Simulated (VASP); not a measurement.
TiNi:

```
Ti Ni
1.0
     2.73580    0.00000    0.00000
     0.00000    2.73580    0.00000
     0.00000    0.00000    3.58141
Ti Ni
1 1
Direct
  0.50000 0.50000 0.50000
  0.00000 0.00000 0.00000
```

The cell comes from a database or a generator and needn't be the stable form of this composition.

The cell isn't the ideal one: cell and atoms relaxed by PAW.

```yaml
Program: VASP 6.6.1
Task: relaxation of cell and atoms
Functional: LDA
Potentials_or_basis: VASP PAW LDA potentials, release 64 (Ti_sv, Ni)
Cutoff: 600 eV
k_mesh: 14 × 14 × 10
Occupations: fermi-dirac, width 0.05 eV
Spin: no spin polarisation
```

At the start: pressure -11.8 GPa; volume 13.40 Å³/atom.

Problem. How do energy, volume and symmetry change on relaxing?

Solution. Over 82 steps the energy falls by 38.9 meV/atom and the volume is 12.49 Å³/atom (-6.8 %); space group P4/mmm (No. 123, to 0.05 Å).

The path:
```csv
step,energy change (eV),largest force (eV/Å),pressure (GPa),volume (Å³)
1,0.0000,0.0000,-11.82,26.81
4,-0.0761,0.0000,-0.14,24.90
7,-0.0774,0.0000,0.34,24.90
10,-0.0777,0.0000,0.34,24.93
13,-0.0778,0.0000,-0.10,24.96
16,-0.0778,0.0000,0.12,24.94
19,-0.0778,0.0000,0.16,24.95
22,-0.0778,0.0000,0.24,24.98
25,-0.0778,0.0000,0.41,24.99
28,-0.0778,0.0000,0.26,24.99
31,-0.0778,0.0000,0.01,24.99
34,-0.0778,0.0000,0.22,24.99
37,-0.0778,0.0000,-0.11,24.99
40,-0.0778,0.0000,-0.06,24.99
43,-0.0778,0.0000,0.06,24.99
46,-0.0778,0.0000,0.15,24.99
49,-0.0778,0.0000,0.08,24.99
52,-0.0778,0.0000,-0.03,24.99
55,-0.0778,0.0000,0.25,24.99
58,-0.0778,0.0000,-0.17,24.99
61,-0.0778,0.0000,-0.04,24.99
64,-0.0778,0.0000,0.65,24.99
67,-0.0778,0.0000,-0.51,24.99
70,-0.0778,0.0000,0.56,24.99
73,-0.0778,0.0000,0.05,24.99
76,-0.0778,0.0000,0.08,24.99
79,-0.0778,0.0000,-0.07,24.99
82,-0.0778,0.0000,-0.02,24.99
```

Final structure:
```
Ti Ni
1.0
     2.70654    0.00000    0.00000
     0.00000    2.70654    0.00000
     0.00000    0.00000    3.41133
Ti Ni
1 1
Direct
  0.50000 0.50000 0.50000
  0.00000 0.00000 0.00000
```
